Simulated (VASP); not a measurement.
Output of a VASP run:

**OSZICAR**
```
       N       E                     dE             d eps       ncg     rms          rms(c)
DAV:   1     0.804475901336E+03    0.80448E+03   -0.35544E+04  4064   0.191E+03
DAV:   2    -0.620152606127E+00   -0.80510E+03   -0.78092E+03  4032   0.561E+02
DAV:   3    -0.677853125953E+02   -0.67165E+02   -0.64628E+02  4708   0.166E+02
DAV:   4    -0.697086246020E+02   -0.19233E+01   -0.19050E+01  4822   0.282E+01
DAV:   5    -0.697453704991E+02   -0.36746E-01   -0.36696E-01  4774   0.431E+00    0.388E+01
DAV:   6    -0.694922701503E+02    0.25310E+00   -0.19477E+02  4922   0.973E+01    0.267E+01
DAV:   7    -0.610953275272E+02    0.83969E+01   -0.68827E+01  4356   0.598E+01    0.936E+00
DAV:   8    -0.610252207673E+02    0.70107E-01   -0.29153E+00  4244   0.899E+00    0.274E+00
DAV:   9    -0.609788898632E+02    0.46331E-01   -0.25329E-01  4990   0.338E+00    0.129E+00
DAV:  10    -0.609837896480E+02   -0.48998E-02   -0.15824E-02  4972   0.857E-01    0.832E-01
DAV:  11    -0.609888660913E+02   -0.50764E-02   -0.21548E-02  5164   0.826E-01    0.277E-01
DAV:  12    -0.609893180073E+02   -0.45192E-03   -0.16402E-03  4496   0.233E-01    0.151E-01
DAV:  13    -0.609893764954E+02   -0.58488E-04   -0.16502E-04  5058   0.820E-02    0.787E-02
DAV:  14    -0.609893849694E+02   -0.84740E-05   -0.55537E-05  4716   0.443E-02    0.335E-02
DAV:  15    -0.609893836897E+02    0.12797E-05   -0.62802E-06  4006   0.139E-02    0.143E-02
DAV:  16    -0.609893842626E+02   -0.57289E-06   -0.23564E-06  2738   0.964E-03
   1 F= -.50394671E+02 E0= -.50394033E+02  d E =-.503947E+02  mag=     3.4456
```

OUTCAR:
```
------------------------ aborting loop because EDIFF is reached ----------------------------------------
  FORCE on cell =-STRESS in cart. coord.  units (eV):
  Direction    XX          YY          ZZ          XY          YZ          ZX
  --------------------------------------------------------------------------------------
  Total       10.6447593     10.6447593     10.6447593     -0.0000000     -0.0000000     -0.0000000
  in kB      200.9447310    200.9447310    200.9447310     -0.0000000     -0.0000000     -0.0000000
  external PRESSURE =       0.9447310 kB  Pullay stress =     200.0000000 kB
  volume of cell :       84.87
      direct lattice vectors                 reciprocal lattice vectors
     4.394639633  0.000000000  0.000000000     0.227549943  0.000000000  0.000000000
     0.000000000  4.394639633  0.000000000     0.000000000  0.227549943  0.000000000
     0.000000000  0.000000000  4.394639633     0.000000000  0.000000000  0.227549943
 POSITION                                       TOTAL-FORCE (eV/Angst)
 -----------------------------------------------------------------------------------
      3.78470      2.80725      1.58738         0.000760     -0.000760      0.000760
      1.58738      3.78470      2.80725         0.000760      0.000760     -0.000760
      0.60993      0.60993      0.60993        -0.000760     -0.000760     -0.000760
      2.80725      1.58738      3.78470        -0.000760      0.000760      0.000760
      0.67642      1.52090      2.87374        -0.009969      0.009969     -0.009969
      2.87374      0.67642      1.52090        -0.009969     -0.009969      0.009969
      3.71822      3.71822      3.71822         0.009969      0.009969      0.009969
      1.52090      2.87374      0.67642         0.009969     -0.009969     -0.009969
 -----------------------------------------------------------------------------------
    total drift:                               -0.000001     -0.000002      0.000000
  FREE ENERGIE OF THE ION-ELECTRON SYSTEM (eV)
  ---------------------------------------------------
  free  energy   TOTEN  =       -60.9893842626 eV

  energy  without entropy=      -60.9874720753  energy(sigma->0) =      -60.98874687
  enthalpy is  TOTEN    =       -50.3946707525 eV   P V=       10.5947135102

 total charge

# of ion       s       p       d       tot
------------------------------------------
    1        0.363   6.446   5.381  12.190
    2        0.363   6.446   5.381  12.190
    3        0.363   6.446   5.381  12.190
    4        0.363   6.446   5.381  12.190
    5        0.747   0.961   0.000   1.708
    6        0.747   0.961   0.000   1.708
    7        0.747   0.961   0.000   1.708
    8        0.747   0.961   0.000   1.708
--------------------------------------------------
tot          4.441  29.627  21.525  55.592

 magnetization (x)

# of ion       s       p       d       tot
------------------------------------------
    1        0.001   0.006   0.896   0.903
    2        0.001   0.006   0.896   0.903
    3        0.001   0.006   0.896   0.903
    4        0.001   0.006   0.896   0.903
    5       -0.011  -0.028   0.000  -0.038
    6       -0.011  -0.028   0.000  -0.038
    7       -0.011  -0.028   0.000  -0.038
    8       -0.011  -0.028   0.000  -0.038
--------------------------------------------------
tot         -0.040  -0.085   3.583   3.458

 reached required accuracy - stopping structural energy minimisation
```
(Selected blocks of OUTCAR.)

**POSCAR**
```
MnSi
1
    4.3946396331     0.0000000000    -0.0000000000
   -0.0000000000     4.3946396331     0.0000000000
    0.0000000000    -0.0000000000     4.3946396331
Mn Si
4 4
Direct
  0.8612093391   0.6387906609   0.3612093391
  0.3612093391   0.8612093391   0.6387906609
  0.1387906609   0.1387906609   0.1387906609
  0.6387906609   0.3612093391   0.8612093391
  0.1539203012   0.3460796988   0.6539203012
  0.6539203012   0.1539203012   0.3460796988
  0.8460796988   0.8460796988   0.8460796988
  0.3460796988   0.6539203012   0.1539203012
```

Task: Reconstruct the remaining input files.

Result: This is not unique; one that fits is the input of the run itself, PBE GGA, plane waves, VASP's PBE PAW potentials (set 64).

### KPOINTS
```
Automatic mesh
0
Gamma
7 7 7
0 0 0
```

### INCAR
```
LREAL = .FALSE.
LCHARG = .FALSE.
NSW = 40
PSTRESS = 200   ! kbar
ISIF = 3
LASPH = .TRUE.
GGA = PE   ! PBE
LMAXMIX = 4   ! l cut-off of mixed one-centre charges
MAGMOM = 4*1.1 4*-0.0
NELM = 100   ! most electronic steps
EDIFFG = -0.02
SYSTEM = MnSi
IBRION = 2
ISPIN = 2
LWAVE = .FALSE.
ENCUT = 500   ! plane-wave cut-off (eV)
ALGO = Normal   ! blocked Davidson
SIGMA = 0.1   ! width (eV)
EDIFF = 1E-6   ! SCF stop (eV)
LORBIT = 10
ISMEAR = 1
PREC = Accurate
```

POTCAR, in this order: Mn_pv Si (PBE.64 set). Program: vasp_std.

The moments were started parallel, and other spin orders were not tried in this run.

The compound is MnSi in the B20 structure. It was relaxed first under an external pressure of 20 GPa.
